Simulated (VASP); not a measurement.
Level of theory: PBEsol GGA, VASP's PBE PAW potentials (set 64) (plane waves; VASP).

The input files of a VASP run:

File POSCAR:
```
Bi2Se3
1
    4.1036495665     0.0000000000     0.0000000000
   -2.0518247832     3.5538651311     0.0000000000
   -0.0000000000    -0.0000000000    22.9269953504
Bi Se
2 3
Direct
  0.3333330000   0.6666670000   0.4161971454
  0.0000000000   0.0000000000   0.5838028546
  0.0000000000   1.0000000000   0.3477289622
  0.6666670000   0.3333330000   0.5000000000
  0.3333330000   0.6666670000   0.6522710378
```

INCAR:
```
! general
SYSTEM  = Bi2Se3
PREC    = Accurate
ENCUT   = 400
LREAL   = F
LASPH   = T

! electronic loop
EDIFF   = 1E-7
NELM    = 100
ALGO    = Normal
LMAXMIX = 4

! smearing
ISMEAR  = -5

! functional
GGA     = PS

! ions
ISIF    = 2

! output
LWAVE   = F
LCHARG  = T
LORBIT  = 11
NEDOS   = 601

! other
LEFG    = T
```

KPOINTS:
```
Automatic
0
gamma
  7 7 1
```

POTCAR, in this order: Bi_d Se (PBE.64 set). Program: vasp_std.

Q: What will the output report for the number of irreducible k-points (NKPTS), number of bands (NBANDS), largest plane-wave count, number of space-group operations, FFT grid (NGX, NGY, NGZ)?

A: 
The number of irreducible k-points (NKPTS) comes out as 8, the number of bands (NBANDS) comes out as 28 and the largest plane-wave count is 6111. The number of space-group operations comes out as 12 and the FFT grid (NGX, NGY, NGZ) is 28 × 28 × 150.

The cell is a sheet with vacuum, built from a generated structure.
